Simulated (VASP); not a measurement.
These are PBEsol GGA, VASP's PBE PAW potentials (set 64) (plane waves; VASP 6.6.1) values and carry that method's errors.

VASP input:

**INCAR**
```
! general
SYSTEM  = LaB6
PREC    = Accurate
ENCUT   = 620
LREAL   = .FALSE.
LASPH   = .TRUE.

! electronic loop
EDIFF   = 1E-6
NELM    = 100
ALGO    = Normal
LMAXMIX = 6

! smearing
ISMEAR  = 1
SIGMA   = 0.1

! functional
GGA     = PS

! ions
IBRION  = 2
NSW     = 40
ISIF    = 3
EDIFFG  = -0.02
PSTRESS = 200

! output
LWAVE   = .FALSE.
LCHARG  = .FALSE.
```

KPOINTS:
```
Automatic mesh
0
Gamma
8 8 8
0 0 0
```

POSCAR:
```
LaB6
1
    4.0033549943     0.0000000000     0.0000000000
    0.0000000000     4.0033549943     0.0000000000
    0.0000000000     0.0000000000     4.0033549943
La B
1 6
Direct
  0.0000000000   0.0000000000   0.0000000000
  0.8014968248   0.5000000000   0.5000000000
  0.5000000000   0.1985031752   0.5000000000
  0.5000000000   0.8014968248   0.5000000000
  0.1985031752   0.5000000000   0.5000000000
  0.5000000000   0.5000000000   0.8014968248
  0.5000000000   0.5000000000   0.1985031752
```

POTCAR, in this order: La B (PBE.64 set). Program: vasp_std.

What VASP printed:

OSZICAR:
```
       N       E                     dE             d eps       ncg     rms          rms(c)
DAV:   1     0.249037690534E+03    0.24904E+03   -0.12750E+04  1284   0.240E+03
DAV:   2     0.482823438228E+01   -0.24421E+03   -0.23269E+03  1588   0.352E+02
DAV:   3    -0.535148809189E+02   -0.58343E+02   -0.52257E+02  2016   0.191E+02
DAV:   4    -0.561235186139E+02   -0.26086E+01   -0.26008E+01  2126   0.500E+01
DAV:   5    -0.562323632650E+02   -0.10884E+00   -0.10838E+00  2016   0.684E+00    0.101E+01
DAV:   6    -0.515614199831E+02    0.46709E+01   -0.12154E+01  1838   0.236E+01    0.523E+00
DAV:   7    -0.512235473764E+02    0.33787E+00   -0.49570E+00  2196   0.147E+01    0.214E+00
DAV:   8    -0.512649854991E+02   -0.41438E-01   -0.19603E+00  2146   0.153E+01    0.131E+00
DAV:   9    -0.511831819024E+02    0.81804E-01   -0.25734E-01  2088   0.456E+00    0.550E-01
DAV:  10    -0.511712031984E+02    0.11979E-01   -0.97806E-02  2084   0.309E+00    0.116E-01
DAV:  11    -0.511724784265E+02   -0.12752E-02   -0.10612E-02  2118   0.966E-01    0.127E-01
DAV:  12    -0.511718584616E+02    0.61996E-03   -0.33690E-03  2116   0.682E-01    0.350E-02
DAV:  13    -0.511718350352E+02    0.23426E-04   -0.54575E-04  2232   0.186E-01    0.101E-02
DAV:  14    -0.511718388848E+02   -0.38496E-05   -0.28378E-05  1856   0.388E-02    0.980E-03
DAV:  15    -0.511718395030E+02   -0.61816E-06   -0.13524E-05  2020   0.390E-02    0.302E-03
DAV:  16    -0.511718393671E+02    0.13585E-06   -0.25460E-06  1886   0.183E-02
   1 F= -.43162592E+02 E0= -.43162745E+02  d E =-.431626E+02
```

### OUTCAR
```
------------------------ aborting loop because EDIFF is reached ----------------------------------------
  FORCE on cell =-STRESS in cart. coord.  units (eV):
  Direction    XX          YY          ZZ          XY          YZ          ZX
  --------------------------------------------------------------------------------------
  Total        8.0601930      8.0601930      8.0601930      0.0000000      0.0000000      0.0000000
  in kB      201.2721627    201.2721627    201.2721627      0.0000000      0.0000000      0.0000000
  external PRESSURE =       1.2721627 kB  Pullay stress =     200.0000000 kB
  volume of cell :       64.16
      direct lattice vectors                 reciprocal lattice vectors
     4.003354994  0.000000000  0.000000000     0.249790489  0.000000000  0.000000000
     0.000000000  4.003354994  0.000000000     0.000000000  0.249790489  0.000000000
     0.000000000  0.000000000  4.003354994     0.000000000  0.000000000  0.249790489
 POSITION                                       TOTAL-FORCE (eV/Angst)
 -----------------------------------------------------------------------------------
      0.00000      0.00000      0.00000         0.000000     -0.000000      0.000000
      3.20868      2.00168      2.00168         0.001729     -0.000000      0.000000
      2.00168      0.79468      2.00168         0.000000     -0.001729      0.000000
      2.00168      3.20868      2.00168        -0.000000      0.001729      0.000000
      0.79468      2.00168      2.00168        -0.001729      0.000000      0.000000
      2.00168      2.00168      3.20868         0.000000      0.000000      0.001729
      2.00168      2.00168      0.79468        -0.000000     -0.000000     -0.001729
 -----------------------------------------------------------------------------------
    total drift:                               -0.000000      0.000000      0.000000
  FREE ENERGIE OF THE ION-ELECTRON SYSTEM (eV)
  ---------------------------------------------------
  free  energy   TOTEN  =       -51.1718393671 eV

  energy  without entropy=      -51.1722984149  energy(sigma->0) =      -51.17199238
  enthalpy is  TOTEN    =       -43.1625917471 eV   P V=        8.0092476201

 reached required accuracy - stopping structural energy minimisation
```
(Selected blocks of OUTCAR.)

File OUTCAR:
```
 val. band max:        9.2772798309   @ k =   0.3750   0.2500   0.1250

 cond. band min:       9.4234572234   @ k =   0.2500   0.2500   0.0000


 Fermi energy:         9.4068236061

 k-point     1 :       0.0000    0.0000    0.0000
  band No.  band energies     occupation
      1     -23.1029      2.00000
      2      -6.9379      2.00000
      3      -6.9379      2.00000
      4      -6.9379      2.00000
      5      -6.6423      2.00000
      6       1.1479      2.00000
      7       1.8592      2.00000
      8       1.8592      2.00000
      9       1.8592      2.00000
     10       2.3262      2.00000
     11       2.3262      2.00000
     12       7.5964      2.00000
     13       7.5964      2.00000
     14       7.5964      2.00000
     15       9.7259     -0.00006
     16       9.7259     -0.00006
     17       9.7259     -0.00006
     18      11.2481     -0.00000

 k-point     2 :       0.1250    0.0000    0.0000
  band No.  band energies     occupation
      1     -23.0966      2.00000
      2      -7.3471      2.00000
      3      -6.9178      2.00000
      4      -6.9178      2.00000
      5      -6.2459      2.00000
      6       0.4470      2.00000
      7       1.8278      2.00000
      8       1.8278      2.00000
      9       1.8640      2.00000
     10       2.4006      2.00000
     11       3.2839      2.00000
     12       7.1268      2.00000
     13       7.1268      2.00000
     14       7.6526      2.00000
     15       8.9505      2.00000
     16      10.3066     -0.00000
     17      10.3066     -0.00000
     18      11.3296     -0.00000

 k-point     3 :       0.2500    0.0000    0.0000
  band No.  band energies     occupation
      1     -23.0813      2.00000
      2      -7.8155      2.00000
      3      -6.8686      2.00000
      4      -6.8686      2.00000
      5      -5.7857      2.00000
      6      -0.5181      2.00000
      7       1.7415      2.00000
      8       1.7415      2.00000
      9       2.1790      2.00000
...
```

The compound is LaB6 in the cab6 structure. It was relaxed first under an external pressure of 20 GPa. The electron count is odd and the run is not spin-polarised, which forces a metal.
